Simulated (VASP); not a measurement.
Data:

```
GaP
1.0
    0.00000     2.73830     2.73830
    2.73830     0.00000     2.73830
    2.73830     2.73830     0.00000
Ga P
1 1
Cartesian
  0.00000   0.00000   0.00000
  1.36915   1.36915   1.36915
```

Computed with rev-vdW-DF2, VASP's PBE PAW potentials (set 64) (plane waves; VASP). Numerical set-up: 520 eV cut-off, 9×9×9 Γ-centred mesh, tetrahedra with Blöchl corrections, potentials Ga_d P.

Task: Tabulate the total density of states (states/eV per cell) against energy (eV; zero at the valence-band maximum or, without a gap, the Fermi level).

Result: 
```
E (eV) | DOS (states/eV)
    -9.95 | ############## 1.15
    -9.71 | ############### 1.23
    -9.59 | ################# 1.36
    -9.35 |  0.00
    -9.23 |  0.00
    -8.99 |  0.00
    -8.87 |  0.00
    -8.63 |  0.00
    -8.39 |  0.00
    -8.27 |  0.00
    -8.03 |  0.00
    -7.91 |  0.00
    -7.67 |  0.00
    -7.43 |  0.00
    -7.31 |  0.00
    -7.07 |  0.00
    -6.95 |  0.00
    -6.71 |  0.02
    -6.59 | #### 0.33
    -6.35 | ############################## 2.44
    -6.11 | ############### 1.24
    -5.99 | ############ 0.96
    -5.75 | ######## 0.65
    -5.63 | ####### 0.59
    -5.39 | ###### 0.49
    -5.15 | ##### 0.38
    -5.03 | #### 0.34
    -4.79 | #### 0.30
    -4.67 | ### 0.28
    -4.43 | ### 0.25
    -4.31 | ### 0.23
    -4.07 | ## 0.19
    -3.83 | ##### 0.39
    -3.71 | ################# 1.36
    -3.47 | ############## 1.16
    -3.35 | ############# 1.10
    -3.11 | ############# 1.06
    -2.87 | ################ 1.31
    -2.75 | ################# 1.41
    -2.51 | ################### 1.58
    -2.39 | ################### 1.58
    -2.15 | ################### 1.56
    -2.03 | ################### 1.53
    -1.79 | ################## 1.47
    -1.55 | ################## 1.47
    -1.43 | ################# 1.42
    -1.19 | ################ 1.31
    -1.07 | ############# 1.05
    -0.83 | ######## 0.68
    -0.59 | ##### 0.44
    -0.47 | #### 0.33
    -0.23 | ### 0.20
    -0.11 | # 0.06
     0.13 |  0.00
     0.25 |  0.00
     0.49 |  0.00
     0.73 |  0.00
     0.85 |  0.00
     1.09 |  0.00
     1.21 |  0.00
     1.45 |  0.00
     1.69 | # 0.10
     1.81 | ### 0.22
     2.05 | ###### 0.48
     2.17 | ######## 0.65
     2.41 | ############## 1.12
     2.53 | ################### 1.57
     2.77 | ########################### 2.15
     3.01 | ###################### 1.75
     3.13 | #################### 1.58
     3.37 | ########## 0.81
     3.49 | ####### 0.57
     3.73 | ########### 0.92
     3.97 | ########## 0.81
     4.09 | ########## 0.85
     4.33 | ################ 1.28
     4.45 | ############################ 2.29
     4.69 | ######################### 2.02
     4.81 | ################### 1.53
     5.05 | ################# 1.38
```
Within 2 eV below the valence-band maximum the largest weight inside VASP's projection spheres is P p, then Ga p.

The compound is GaP in the zinc blende structure. It was relaxed first.
